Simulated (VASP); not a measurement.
# KCdCO3F: O into a neighbouring O vacancy, part 2 of 5

Wanted: the minimum-energy path in KCdCO3F for this move: O into a neighbouring O vacancy. The start is a cell from a database of measured crystal structures.

VASP 6.6.1; LDA; plane waves and PAW (Cd, K_pv, F, O, C).

So far. Step 2 (Relax the host): The run ended after 16 ionic steps, 0.286 eV below its first step, once forces and stress met EDIFFG = -0.02. The relaxed cell has a = 4.973, c = 4.369 Å (conventional setting).

### Step 3. Relax the host again, on a new basis

The volume changed by more than 5 %, so the plane waves of the start no longer fit; a second relaxation removes that error.

INCAR reads:

```
SYSTEM = KCdCO3F
PREC = Accurate
ENCUT = 520
EDIFF = 1E-06
NELM = 120
ISMEAR = 0
SIGMA = 0.1
LREAL = .FALSE.
ALGO = Normal
GGA = CA
NBANDS = 31
LORBIT = 11
LWAVE = .FALSE.
LCHARG = .FALSE.
KPAR = 3
LASPH = .TRUE.
IBRION = 2
NSW = 30
ISIF = 3
EDIFFG = -0.02
POTIM = 0.4
```

POSCAR reads:

```
KCdCO3F
1.0
    4.9727533416      0.0000000000      0.0000000000
   -2.4863766708      4.3065307206      0.0000000000
    0.0000000000      0.0000000000      4.3693651570
Cd K F O C
1 1 1 3 1
Direct
    0.6666666667      0.3333333333      0.5000000000
    0.0000000000      0.0000000000      0.0000000000
    0.6666666667      0.3333333333      0.0000000000
    0.6312895126      0.8156447563      0.5000000000
    0.1843552437      0.8156447563      0.5000000000
    0.1843552437      0.3687104874      0.5000000000
    0.3333333333      0.6666666667      0.5000000000
```

KPOINTS reads:

```
Automatic mesh
0
Gamma
5 5 4
0 0 0
```

The projector-augmented-wave data sets are Cd, K_pv, F, O and C (LDA family, release 64).

Started as:

```sh
> mpirun -np 3 vasp_std
```

Log:

```text
[... set-up lines as in an earlier step ...]
 entering main loop
       N       E                     dE             d eps       ncg     rms          rms(c)
DAV:   1     0.413031596035E+03    0.41303E+03   -0.24463E+04   930   0.152E+03
DAV:   2    -0.179768596642E+02   -0.43101E+03   -0.41152E+03  1156   0.396E+02
DAV:   3    -0.488838101529E+02   -0.30907E+02   -0.30734E+02  1112   0.114E+02
DAV:   4    -0.492540579280E+02   -0.37025E+00   -0.36999E+00  1091   0.132E+01
DAV:   5    -0.492599893253E+02   -0.59314E-02   -0.59302E-02  1225   0.159E+00    0.148E+01
DAV:   6    -0.445463959063E+02    0.47136E+01   -0.15518E+01  1162   0.441E+01    0.918E+00
DAV:   7    -0.444717673268E+02    0.74629E-01   -0.19698E+00  1091   0.977E+00    0.586E+00
DAV:   8    -0.443954962015E+02    0.76271E-01   -0.53571E-01  1098   0.495E+00    0.104E+00
DAV:   9    -0.443751004907E+02    0.20396E-01   -0.12844E-01  1154   0.309E+00    0.418E-01
DAV:  10    -0.443749239157E+02    0.17657E-03   -0.14923E-02  1077   0.102E+00    0.129E-01
DAV:  11    -0.443750303194E+02   -0.10640E-03   -0.82917E-04  1070   0.190E-01    0.542E-02
DAV:  12    -0.443751251841E+02   -0.94865E-04   -0.14305E-04  1014   0.924E-02    0.287E-02
DAV:  13    -0.443751453055E+02   -0.20121E-04   -0.22265E-05  1028   0.473E-02    0.599E-03
DAV:  14    -0.443751462811E+02   -0.97557E-06   -0.43509E-06  1103   0.146E-02
   1 F= -.44375146E+02 E0= -.44375146E+02  d E =-.443751E+02
 curvature:   0.00 expect dE= 0.000E+00 dE for cont linesearch  0.000E+00
 trial: gam= 0.00000 g(F)=  0.391E-05 g(S)=  0.195E-04 ort = 0.000E+00 (trialstep = 0.100E+01)
 search vector abs. value=  0.234E-04
 reached required accuracy - stopping structural energy minimisation
```

It took 10 s on 3 MPI ranks of Intel Xeon 6975P-C (Granite Rapids), shared host; peak memory 0.62 GiB.

From OUTCAR (step 3):

```text
  LATTYP: Found a hexagonal cell.
 ALAT       =     4.9727533416
 C/A-ratio  =     0.8786611474

The static configuration has the point symmetry D_3h.

 Found     15 irreducible k-points:

   k-points           NKPTS =     15   k-points in BZ     NKDIM =     15   number of bands    NBANDS=     31

   dimension x,y,z NGX =    40 NGY =   40 NGZ =   32
   dimension x,y,z NGXF=    80 NGYF=   80 NGZF=   64

   ENCUT  =  520.0 eV  38.22 Ry    6.18 a.u.   9.25  9.25  8.12*2*pi/ulx,y,z

   NELECT =      48.0000    total number of electrons

 E-fermi :  -0.2722

 k-point     1 :       0.0000    0.0000    0.0000
  band No.  band energies     occupation
    ...
     20      -2.4780      2.00000
     21      -2.4780      2.00000
     22      -2.2611      2.00000
     23      -2.2611      2.00000
     24      -0.7081      2.00000
     25       1.2481      0.00000
     26       5.0935      0.00000
     27       5.3901      0.00000
     28       8.3117      0.00000
     29       8.3117      0.00000
    ...

 k-point     2 :       0.2000    0.0000    0.0000
  band No.  band energies     occupation
    ...
     20      -2.9996      2.00000
     21      -2.5444      2.00000
     22      -2.2492      2.00000
     23      -2.2278      2.00000
     24      -0.7572      2.00000
     25       1.9805      0.00000
     26       5.0966      0.00000
     27       5.5245      0.00000
     28       8.2258      0.00000
     29       8.5149      0.00000
    ...

  Total        0.0236377      0.0236377      0.0492298      0.0000000     -0.0000000      0.0000000
  in kB        0.4047367      0.4047367      0.8429390      0.0000000     -0.0000000      0.0000000
  external PRESSURE =       0.5508041 kB  Pullay stress =       0.0000000 kB

  energy-cutoff  :      520.00
  volume of cell :       93.57
      direct lattice vectors                 reciprocal lattice vectors
     4.972753342  0.000000000  0.000000000     0.201095838  0.116102736  0.000000000
    -2.486376671  4.306530721  0.000000000     0.000000000  0.232205472  0.000000000
     0.000000000  0.000000000  4.369365157     0.000000000  0.000000000  0.228866200

 POSITION                                       TOTAL-FORCE (eV/Angst)
 -----------------------------------------------------------------------------------
      2.48638      1.43551      2.18468         0.000000      0.000000      0.000000
      0.00000      0.00000      0.00000         0.000000      0.000000      0.000000
      2.48638      1.43551      0.00000         0.000000      0.000000      0.000000
      1.11125      3.51260      2.18468         0.005034      0.002906      0.000000
     -1.11125      3.51260      2.18468        -0.005034      0.002906      0.000000
     -0.00000      1.58786      2.18468         0.000000     -0.005813     -0.000000
     -0.00000      2.87102      2.18468         0.000000      0.000000      0.000000
 -----------------------------------------------------------------------------------
    total drift:                               -0.000003      0.000002      0.000000

  FREE ENERGIE OF THE ION-ELECTRON SYSTEM (eV)
  ---------------------------------------------------
  free  energy   TOTEN  =       -44.3751462811 eV

  energy  without entropy=      -44.3751462811  energy(sigma->0) =      -44.37514628

 total charge
# of ion       s       p       d       tot
------------------------------------------
    1        0.277   0.222   9.661  10.161
    2        0.057   6.021   0.085   6.162
    3        1.726   4.320   0.000   6.045
    4        1.565   3.560   0.000   5.124
    5        1.565   3.560   0.000   5.124
    6        1.565   3.560   0.000   5.124
    7        0.857   1.752   0.000   2.609
--------------------------------------------------
tot          7.610  22.994   9.745  40.350

[... 2 parts as in an earlier step ...]

[... 7 further parts left out ...]
```

CONTCAR:

```
KCdCO3F
   1.00000000000000
     4.9727533415999998    0.0000000000000000    0.0000000000000000
    -2.4863766707999999    4.3065307205999996    0.0000000000000000
     0.0000000000000000    0.0000000000000000    4.3693651569999998
  Cd              K               F               O               C
     1     1     1     3     1
Direct
     0.6666666667000030    0.3333333332999970    0.5000000000000000
     0.0000000000000000    0.0000000000000000    0.0000000000000000
     0.6666666667000030    0.3333333332999970    0.0000000000000000
     0.6312895125999987    0.8156447563000029    0.5000000000000000
     0.1843552436999971    0.8156447563000029    0.5000000000000000
     0.1843552436999971    0.3687104874000013    0.5000000000000000
     0.3333333332999970    0.6666666667000030    0.5000000000000000
```

Little changed from the start: no atom moved by 0.005 Å and no cell edge by 0.1 %.

Numbers from this step:

```
electronic cycles   : 14
free energy (TOTEN) : -44.38 eV
Fermi energy        : -0.2722 eV
```

The start already met the threshold, so nothing moved.

### Step 4. Relax the start

System of this step: K4Cd4C4O11F4. The cell holds 27 atoms: 4 Cd, 4 K, 4 F, 11 O and 4 C. Cell: a = 9.658 Å, b = 9.658 Å, c = 6.620 Å, α = 107.4°, β = 107.4°, γ = 126.2°. It derives from KCdCO3F. Nearest the centre at fractional (0.658, 0.454, 0.612): C24 at 0.62 Å, O16 at 1.11 Å, O20 at 1.95 Å, Cd3 at 2.24 Å, F11 at 3.11 Å, F12 at 3.14 Å, Cd1 at 3.23 Å, Cd4 at 3.23 Å.

A path needs two true minima; the start is relaxed with symmetry off.

INCAR reads:

```
SYSTEM = K4Cd4C4O11F4
PREC = Normal
ENCUT = 400
EDIFF = 1E-05
NELM = 120
ISMEAR = 0
SIGMA = 0.05
LREAL = Auto
ALGO = Fast
GGA = CA
NBANDS = 111
LORBIT = 11
LWAVE = .FALSE.
LCHARG = .FALSE.
KPAR = 3
LASPH = .TRUE.
IBRION = 2
NSW = 60
ISIF = 2
EDIFFG = -0.05
POTIM = 0.4
MAXMIX = 40
ISYM = 0
```

POSCAR reads:

```
K4Cd4C4O11F4
1.0
   -7.4591300124      4.3065307206      4.3693651570
    7.4591300124     -4.3065307206      4.3693651570
    2.4863766708      4.3065307206     -4.3693651570
Cd K F O C
4 4 4 11 4
Direct
    0.4193307677      0.5857384687      0.5035567189
    0.9197905530      0.0827854818      0.5005328338
    0.9188504376      0.5837626197      0.0009442914
    0.4179839058      0.0852090617      0.0006904852
   -0.0014816940     -0.0027735296     -0.0020484072
    0.4994229023      0.5005810386      0.0013426102
    0.4994214202     -0.0018523579      0.4975317929
    0.0053089387      0.5032522692      0.5039531045
    0.1618802802      0.3252881082      0.4879683769
    0.6676601339      0.8332297478      0.4998951288
    0.6632202833      0.3354369221      0.0003856260
    0.1696858743      0.8397096298      0.0063604483
    0.1543787277      0.0630809207      0.7166931079
    0.1534087246      0.5628753149      0.2194113892
    0.6554037064      0.0641780902      0.2200316101
    0.6567462809      0.3412522203      0.5003159622
    0.1606260300      0.8451406070      0.5042980103
    0.1583736880      0.3402340365      0.0009029780
    0.6574265354      0.8447941090     -0.0019651681
    0.4307371706      0.3399690336      0.2721430238
    0.9327407835      0.8403552408      0.2775918176
    0.9337504578      0.3391142317      0.7750011538
    0.4323453726      0.8397595197      0.7796519264
    0.5854960922      0.4179191408      0.5047771098
    0.0856601380      0.9164895813      0.5009896126
    0.0791403425      0.4146760641      0.0005991689
    0.5840725501      0.9177022750     -0.0017740831
```

KPOINTS reads:

```
Automatic mesh
0
Gamma
2 2 2
0 0 0
```

Started as:

```sh
> mpirun -np 3 vasp_std
```

Log:

```text
[banner, memory and clock lines left out]
running    3 mpi-ranks, on    1 nodes
[...]
LDA part: xc-table for (Slater(with rela. corr.)+CA(PZ))
 , standard interpolation
 POSCAR, INCAR and KPOINTS ok, starting setup
[...]
entering main loop
       N       E                     dE             d eps       ncg     rms          rms(c)
DAV:   1     0.159510515321E+04    0.15951E+04   -0.81280E+04  1776   0.135E+03
DAV:   2    -0.930998739200E+01   -0.16044E+04   -0.15397E+04  2038   0.398E+02
DAV:   3    -0.181929997509E+03   -0.17262E+03   -0.17130E+03  2041   0.144E+02
DAV:   4    -0.185509817113E+03   -0.35798E+01   -0.35640E+01  1992   0.213E+01
[...]
RMM:  13    -0.167498676544E+03   -0.22008E-03   -0.14820E-03  1827   0.108E-01    0.330E-02
RMM:  14    -0.167498706058E+03   -0.29515E-04   -0.34580E-04  1711   0.440E-02    0.116E-02
RMM:  15    -0.167498709816E+03   -0.37580E-05   -0.52501E-05  1389   0.190E-02
   1 F= -.16749871E+03 E0= -.16749871E+03  d E =-.167499E+03
[... from here on, the cycles between the ionic steps are left out ...]
   2 F= -.16655992E+03 E0= -.16655992E+03  d E =0.938785E+00
   6 F= -.16782890E+03 E0= -.16782890E+03  d E =-.457362E-01
  11 F= -.16793232E+03 E0= -.16793232E+03  d E =-.585865E-01
  16 F= -.16799111E+03 E0= -.16799111E+03  d E =-.375738E-01
  21 F= -.16802681E+03 E0= -.16802681E+03  d E =-.269818E-01
  26 F= -.16810073E+03 E0= -.16810073E+03  d E =-.355836E-01
  31 F= -.16817788E+03 E0= -.16817788E+03  d E =-.382719E-01
  36 F= -.16823301E+03 E0= -.16823301E+03  d E =-.147284E-01
  41 F= -.16830588E+03 E0= -.16830588E+03  d E =-.106481E-01
  46 F= -.16841882E+03 E0= -.16841882E+03  d E =-.337593E-01
  51 F= -.16859106E+03 E0= -.16859106E+03  d E =-.136989E+00
  56 F= -.16869674E+03 E0= -.16869674E+03  d E =-.509102E-01
  59 F= -.16871785E+03 E0= -.16871785E+03  d E =-.166884E-01
  60 F= -.16872285E+03 E0= -.16872285E+03  d E =-.216861E-01
[...]
```

It took 18 min on 3 MPI ranks; peak memory 1 GiB.

OUTCAR, selected parts (step 4):

```text
 k-point     1 :       0.0000    0.0000    0.0000
  band No.  band energies     occupation
    ...
     89      -1.8464      2.00000
     90      -1.5128      2.00000
     91      -1.0259      2.00000
     92      -0.8753      2.00000
     93      -0.3727      2.00000
     94       2.4821      0.00000
     95       3.5193      0.00000
     96       3.9021      0.00000
     97       4.7414      0.00000
     98       4.8992      0.00000
    ...

  Total       -7.1357653     -6.3987160     -8.7881734     -0.1851559     -0.0306240     -0.0931363
  in kB      -30.5455776    -27.3905413    -37.6189268     -0.7925841     -0.1310899     -0.3986823
  external PRESSURE =     -31.8516819 kB  Pullay stress =       0.0000000 kB

 POSITION                                       TOTAL-FORCE (eV/Angst)
 -----------------------------------------------------------------------------------
      2.21043      1.66927      2.18164         0.027982      0.004352      0.054155
     -4.85769      5.61858      2.18612         0.030654      0.101556      0.001242
     -2.56996      1.51443      6.55331        -0.038776      0.079748      0.031380
     -2.60878      1.56961      2.18985         0.162341     -0.042797     -0.037322
      2.39073      4.24909      4.37011         0.067165      0.012086      0.123537
      2.39519      4.25475     -0.00720         0.073752     -0.003761     -0.111768
     -2.42395      4.32044     -0.02361        -0.058284      0.022193     -0.005067
      5.03294      0.02829      0.01697        -0.048071     -0.018058      0.015964
      2.51446      1.33342      0.02730         0.049585     -0.008470     -0.038339
      2.51308      1.32325      4.34925         0.033769      0.001428     -0.053256
     -2.54686      1.56082      4.38139        -0.028716     -0.012060     -0.014372
      4.90921     -2.74084      4.36158        -0.019787     -0.025300     -0.015613
      1.30740      3.02815     -2.19313        -0.118146      0.008394      0.019440
      3.73105     -0.90494      2.18511         0.254456      0.044740     -0.022654
[...]
-----------------------------------------------------------------------------------
    total drift:                               -0.006051      0.026624     -0.020505

  FREE ENERGIE OF THE ION-ELECTRON SYSTEM (eV)
  ---------------------------------------------------
  free  energy   TOTEN  =      -168.7228460652 eV

  energy  without entropy=     -168.7228460652  energy(sigma->0) =     -168.72284607

[... 16 further parts left out ...]
[key lines of the parts left out:]
E-fermi :   0.1284
```

Step by step (22 of 60):

| step | energy less that of the first step (eV) | largest force (eV/Å) |
| --- | --- | --- |
| 1 | 0.0000 | 2.7516 |
| 4 | -0.2719 | 1.1507 |
| 7 | -0.3311 | 0.7029 |
| 9 | -0.3750 | 0.8966 |
| 12 | -0.4365 | 0.5833 |
| 15 | -0.4725 | 0.3721 |
| 18 | -0.5011 | 0.8481 |
| 21 | -0.5281 | 1.0734 |
| 23 | -0.5493 | 0.5099 |
| 26 | -0.6020 | 0.5617 |
| 29 | -0.6409 | 0.7261 |
| 32 | -0.6702 | 1.2363 |
| 35 | -0.7196 | 0.8714 |
| 38 | -0.7716 | 0.4909 |
| 40 | -0.7965 | 1.0141 |
| 43 | -0.8743 | 0.7679 |
| 46 | -0.9201 | 0.6996 |
| 49 | -1.0644 | 0.7241 |
| 52 | -1.1202 | 0.9008 |
| 54 | -1.1471 | 0.6587 |
| 57 | -1.1680 | 1.4464 |
| 60 | -1.2241 | 0.7773 |

The atoms that moved most (Å):

```
atom      dx      dy      dz  length
 O16   0.508   0.144   0.006   0.528
 O13   0.206  -0.451  -0.012   0.497
 O20  -0.441  -0.086   0.005   0.449
 O17   0.313   0.228  -0.006   0.387
 O21  -0.383  -0.021   0.014   0.384
 Cd1  -0.283   0.217  -0.010   0.357
 O18   0.178   0.247   0.004   0.304
 C24   0.121  -0.273   0.001   0.299
```

The relaxed structure:

```
Cd K F O C
1.0
    -7.45913    4.30653    4.36937
     7.45913   -4.30653    4.36937
     2.48638    4.30653   -4.36937
Cd K F O C
4 4 4 11 4
Cartesian
  2.2104 1.6693 2.1816
  -4.8577 5.6186 2.1861
  -2.5700 1.5144 6.5533
  -2.6088 1.5696 2.1899
  -0.0956 -0.0574 0.0007
  -0.0912 -0.0518 4.3622
  -2.4239 4.3204 -0.0236
  5.0329 0.0283 0.0170
  2.5145 1.3334 0.0273
  2.5131 1.3233 4.3493
  -2.5469 1.5608 4.3814
  4.9092 -2.7408 4.3616
  1.3074 3.0282 -2.1931
  3.7311 -0.9049 2.1851
  -3.9339 3.5662 2.1813
  -0.6014 3.6573 2.1802
  6.6724 -0.5477 2.1849
  1.5370 -0.5325 2.1787
  1.3005 -0.9049 6.5602
  -0.4411 1.4772 2.1833
  -0.3823 1.5727 6.5485
  -2.6415 5.9918 2.1856
  5.0558 1.5690 2.1731
  0.1266 2.6223 2.1796
  7.5029 -1.5142 2.1808
  2.5296 -1.3381 2.1813
  2.4558 -1.4744 6.5523
```

The run used up its steps with a largest force of 0.78 eV/Å at its last finished step, so it is continued.

(Part 2 of 5 ends here.)

[Lines on the potential files, build, host, timing and source positions are cut from VASP's logs without a mark.]

[Logs are printed without paths, hosts, clocks, repeated set-up lines and the standing remarks that a program may print on its own settings, such as how far it seeks lower states.]

[Hosts, paths, dates, database ids (printed as entryN), source tags and the programs' standing remarks are cut or masked in the printed files.]

[Runs that stopped without an error message from VASP are left out.]
